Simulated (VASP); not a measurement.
Output of a VASP run:

**OUTCAR**
```
 ion  position               nearest neighbor table
   1  0.539  0.000  0.566-   3 2.81   2 2.93   2 2.93   2 3.44   2 3.44
   2  0.961  0.500  0.566-   4 2.81   1 2.93   1 2.93   1 3.44   1 3.44
   3  0.461  0.000  0.434-   1 2.81   4 2.93   4 2.93   4 3.44   4 3.44
   4  0.039  0.500  0.434-   2 2.81   3 2.93   3 2.93   3 3.44   3 3.44
  LATTYP: Found a simple orthorhombic cell.
 ALAT       =     4.3999813225
 B/A-ratio  =     1.0411141398
 C/A-ratio  =     4.7702064717
 Subroutine PRICEL returns:
 Original cell was already a primitive cell.
 Subroutine GETGRP returns: Found  8 space group operations
The static configuration has the point symmetry C_2h.
 The point group associated with its full space group is D_2h.
The dynamic configuration has the point symmetry C_2h.
 Subroutine INISYM returns: Found  8 space group operations
 Subroutine IBZKPT returns following result:
 Found     16 irreducible k-points:

 Following reciprocal coordinates:
            Coordinates               Weight
  0.000000  0.000000  0.000000      1.000000
  0.166667  0.000000  0.000000      2.000000
  0.333333  0.000000  0.000000      2.000000
  0.500000  0.000000  0.000000      1.000000
  0.000000  0.166667  0.000000      2.000000
  0.166667  0.166667  0.000000      4.000000
  0.333333  0.166667  0.000000      4.000000
  0.500000  0.166667  0.000000      2.000000
  0.000000  0.333333  0.000000      2.000000
  0.166667  0.333333  0.000000      4.000000
  0.333333  0.333333  0.000000      4.000000
  0.500000  0.333333  0.000000      2.000000
  0.000000  0.500000  0.000000      1.000000
  0.166667  0.500000  0.000000      2.000000
  0.333333  0.500000  0.000000      2.000000
  0.500000  0.500000  0.000000      1.000000
   k-points           NKPTS =     16   k-points in BZ     NKDIM =     16   number of bands    NBANDS=     14
   number of dos      NEDOS =    601   number of ions     NIONS =      4
   total plane-waves  NPLWV = 126000
   dimension x,y,z NGX =    30 NGY =   30 NGZ =  140
   dimension x,y,z NGXF=    60 NGYF=   60 NGZF=  280
   ions per type =               4
   PREC   = accura    normal or accurate (medium, high low for compatibility)
   ISTART =      0    job   : 0-new  1-cont  2-samecut
   ICHARG =      2    charge: 1-file 2-atom 10-const
   ISPIN  =      1    spin polarized calculation?
   LNONCOLLINEAR =      F non collinear calculations
   LSORBIT =      F    spin-orbit coupling
   INIWAV =      1    electr: 0-lowe 1-rand  2-diag
   ENCUT  =  400.0 eV  29.40 Ry    5.42 a.u.   7.47  7.18 34.23*2*pi/ulx,y,z
   NELM   =    100;   NELMIN=  2; NELMDL= -5     # of ELM steps
   EDIFF  = 0.1E-06   stopping-criterion for ELM
   LREAL  =      F    real-space projection
   NLSPLINE    = F    spline interpolate recip. space projectors
   LMAXMIX     =    4 max onsite mixed and CHGCAR
   VOSKOWN=      0    Vosko Wilk Nusair interpolation
   EDIFFG = 0.1E-05   stopping-criterion for IOM
   NSW    =      0    number of steps for IOM
   NBLOCK =      1;   KBLOCK =      1    inner block; outer block
   IBRION =     -1    ionic relax: 0-MD 1-quasi-New 2-CG
   NFREE  =      0    steps in history (QN), initial steepest desc. (CG)
   ISIF   =      2    stress and relaxation
   ISYM   =      2    0-nonsym 1-usesym 2-fastsym
   TEIN   =    0.0    initial temperature
   TEBEG  =    0.0;   TEEND  =   0.0 temperature during run
   SMASS  =  -3.00    Nose mass-parameter (am)
   PSTRESS=    0.0 pullay stress
   NELECT =      20.0000    total number of electrons
   EFERMI =   0.00;   METHOD = LEGACY
   ISMEAR =    -5;   SIGMA  =   0.20  broadening in eV -4-tet -1-fermi 0-gaus
   IALGO  =     38    algorithm
   LDIAG  =      T    sub-space diagonalisation (order eigenvalues)
   IMIX   =      4    mixing-type and parameters
     AMIX     =   0.40;   BMIX     =  1.00
     AMIX_MAG =   1.60;   BMIX_MAG =  1.00
     AMIN     =   0.10
   GGA     = PS    functional components
   VOSKOWN =     0    Vosko Wilk Nusair interpolation
   LHFCALC =     F    Hartree Fock is set to
...
```

File OSZICAR:
```
       N       E                     dE             d eps       ncg     rms          rms(c)
DAV:   1     0.110429664373E+03    0.11043E+03   -0.49603E+03   448   0.778E+02
DAV:   2    -0.707953954313E+01   -0.11751E+03   -0.11456E+03   688   0.146E+02
DAV:   3    -0.174103237660E+02   -0.10331E+02   -0.10298E+02   556   0.521E+01
DAV:   4    -0.176694390671E+02   -0.25912E+00   -0.25878E+00   614   0.102E+01
DAV:   5    -0.176788753762E+02   -0.94363E-02   -0.94357E-02   672   0.199E+00    0.410E+00
DAV:   6    -0.176162159749E+02    0.62659E-01   -0.25070E-02   570   0.823E-01    0.251E+00
DAV:   7    -0.175631093938E+02    0.53107E-01   -0.66917E-02   508   0.133E+00    0.148E-01
DAV:   8    -0.175600492828E+02    0.30601E-02   -0.58859E-03   570   0.445E-01    0.649E-02
DAV:   9    -0.175591028348E+02    0.94645E-03   -0.16986E-03   574   0.201E-01    0.417E-02
DAV:  10    -0.175600714550E+02   -0.96862E-03   -0.87544E-04   496   0.139E-01    0.236E-02
DAV:  11    -0.175613489334E+02   -0.12775E-02   -0.27854E-04   508   0.946E-02    0.125E-02
DAV:  12    -0.175621083700E+02   -0.75944E-03   -0.94775E-05   460   0.609E-02    0.588E-03
DAV:  13    -0.175623696823E+02   -0.26131E-03   -0.10116E-05   538   0.192E-02    0.240E-03
DAV:  14    -0.175624716260E+02   -0.10194E-03   -0.58450E-06   478   0.110E-02    0.112E-03
DAV:  15    -0.175624932456E+02   -0.21620E-04   -0.14988E-06   526   0.535E-03    0.634E-04
DAV:  16    -0.175625126900E+02   -0.19444E-04   -0.13137E-06   482   0.389E-03    0.459E-04
DAV:  17    -0.175625235535E+02   -0.10864E-04   -0.56801E-07   508   0.242E-03    0.268E-04
DAV:  18    -0.175625315890E+02   -0.80355E-05   -0.30881E-07   466   0.190E-03    0.155E-04
DAV:  19    -0.175625336913E+02   -0.21023E-05   -0.40324E-08   398   0.803E-04    0.103E-04
DAV:  20    -0.175625344015E+02   -0.71012E-06   -0.14570E-08   368   0.467E-04    0.179E-05
DAV:  21    -0.175625344603E+02   -0.58796E-07   -0.10914E-09   344   0.148E-04
   1 F= -.17562534E+02 E0= -.17562534E+02  d E =0.000000E+00
```

### OUTCAR
```
------------------------ aborting loop because EDIFF is reached ----------------------------------------
  FORCE on cell =-STRESS in cart. coord.  units (eV):
  Direction    XX          YY          ZZ          XY          YZ          ZX
  --------------------------------------------------------------------------------------
  Total        0.4859112     -0.3991640      0.4790805      0.0000000      0.0000000      0.0000000
  in kB        1.8402614     -1.5117290      1.8143918      0.0000000      0.0000000      0.0000000
  external PRESSURE =       0.7143081 kB  Pullay stress =       0.0000000 kB
  volume of cell :      423.05
      direct lattice vectors                 reciprocal lattice vectors
     4.580882770  0.000000000  0.000000000     0.218298536  0.000000000  0.000000000
     0.000000000  4.399981323  0.000000000     0.000000000  0.227273692  0.000000000
     0.000000000  0.000000000 20.988819380     0.000000000  0.000000000  0.047644414
 POSITION                                       TOTAL-FORCE (eV/Angst)
 -----------------------------------------------------------------------------------
      2.46991      0.00000     11.88950         0.026301      0.000000      0.087779
      4.40142      2.19999     11.88950        -0.026301      0.000000      0.087779
      2.11097      0.00000      9.09932        -0.026301     -0.000000     -0.087779
      0.17947      2.19999      9.09932         0.026301      0.000000     -0.087779
 -----------------------------------------------------------------------------------
    total drift:                               -0.000000      0.000000     -0.000000
  FREE ENERGIE OF THE ION-ELECTRON SYSTEM (eV)
  ---------------------------------------------------
  free  energy   TOTEN  =       -17.5625344603 eV

  energy  without entropy=      -17.5625344603  energy(sigma->0) =      -17.56253446

 total charge

# of ion       s       p       d       tot
------------------------------------------
    1        1.214   1.163   0.031   2.408
    2        1.214   1.163   0.031   2.408
    3        1.214   1.163   0.031   2.408
    4        1.214   1.163   0.031   2.408
--------------------------------------------------
tot          4.855   4.653   0.123   9.631

 Electric field gradients after diagonalization (V/A^2)
 (convention: |V_zz| > |V_xx| > |V_yy|)
----------------------------------------------------------------------
 ion       V_xx      V_yy      V_zz     asymmetry (V_yy - V_xx)/ V_zz
----------------------------------------------------------------------
   1      69.976    51.036  -121.012       0.157
   2      69.976    51.036  -121.012       0.157
   3      69.976    51.036  -121.012       0.157
   4      69.976    51.036  -121.012       0.157
```
(Selected blocks of OUTCAR.)

### POSCAR
```
Sb
1
    4.5808827699     0.0000000000     0.0000000000
    0.0000000000     4.3999813225     0.0000000000
    0.0000000000     0.0000000000    20.9888193800
Sb
4
Direct
  0.5391774559   0.0000000000   0.5664684166
  0.9608225441   0.5000000000   0.5664684166
  0.4608225441   0.0000000000   0.4335315834
  0.0391774559   0.5000000000   0.4335315834
```

Task: Reconstruct the remaining input files.

Result: One answer among several that fit: the input of the run itself, PBEsol GGA, plane waves, VASP's PBE PAW potentials (set 64).

INCAR:
```
ALGO = Normal
EDIFF = 1E-7
ENCUT = 400
GGA = PS
ISIF = 2
ISMEAR = -5
LASPH = .TRUE.
LCHARG = .TRUE.
LEFG = .TRUE.
LMAXMIX = 4
LORBIT = 11
LREAL = .FALSE.
LWAVE = .FALSE.
NEDOS = 601
NELM = 100
PREC = Accurate
SYSTEM = Sb
```

### KPOINTS
```
kpoints
0
G
 6 6 1
0 0 0
```

POTCAR, in this order: Sb (PBE.64 set). Program: vasp_std.

The cell holds a wide vacuum, so values per volume refer to the whole cell.

The cell is a sheet with vacuum, built from a generated structure.
